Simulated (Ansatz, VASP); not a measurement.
# Ru4N: VASP beside Ansatz

```
Ru N
1.0
     2.67406    0.00000    0.00000
    -1.33703    2.31580    0.00000
     0.00000    0.00000   21.76220
Ru N
4 1
Direct
  0.66667 0.33333 0.18380
  0.33333 0.66667 0.28092
  0.66667 0.33333 0.37763
  0.33333 0.66667 0.47156
  0.00000 0.00000 0.52701
```

Alike in both runs: functional LDA; k mesh 12 × 12 × 1; occupations gaussian, width 0.1 eV; no spin polarisation.

Ansatz relaxed the structure, and its values are those at the end. VASP's run is a single point on that final structure, the one shown.

```csv
,VASP,Ansatz
version,VASP 6.6.1,Ansatz 0.2.0
potentials or method,"VASP PAW LDA potentials, release 64 (Ru_pv, N)","scalar-relativistic, plane waves, PAW"
plane-wave cutoff (eV),520,420
valence electrons in the cell,61,69
```

Ansatz gave:

```
gap on the k mesh at the Fermi level (eV)  : none
rms of the force components (eV/Å)         : 1.188
work function, face that differs most (eV) : 7.58
```

Problem. Which values does VASP return?

Solution. gap on the k mesh at the Fermi level (eV): none; rms of the force components (eV/Å): 1.181; work function, face that differs most (eV): 7.56.

A gap of «none» marks a metal or a gap that the smearing closes. The two sets of potentials don't hold the same shells in valence. Ansatz warned: «pseudo_functional_mismatch».
